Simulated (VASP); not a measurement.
Here is the system:

```yaml
crystal:
  lattice:
    - [2.26327, -3.92009, 0.00000]
    - [2.26327, 3.92009, 0.00000]
    - [0.00000, 0.00000, 5.04575]
  atoms:
    - { symbol: Se, position: [0.00000, 0.21885, 0.66667] }
    - { symbol: Se, position: [0.78115, 0.78115, 0.00000] }
    - { symbol: Se, position: [0.21885, 0.00000, 0.33333] }
```

The numbers are results of PBE GGA, VASP's PBE PAW potentials (set 64) (plane waves; VASP), not measurements. Settings: 520 eV cut-off, 6×6×5 Γ-centred mesh, Gaussian smearing of 0.050 eV, potentials Se.

Without a dispersion term in the relaxation, distances and binding between the weakly bound layers, chains or molecules are unreliable, and so is what depends on them.

Problem. Estimate the energy per atom (σ→0).

Solution. 
The energy per atom (σ→0) is -3.504 eV/atom.

The absolute energy has meaning only against runs of the same code, potentials and settings.

The compound is Se in the trig structure. It was relaxed first, which changed the volume by +9 %. The start is the result of an earlier pass.
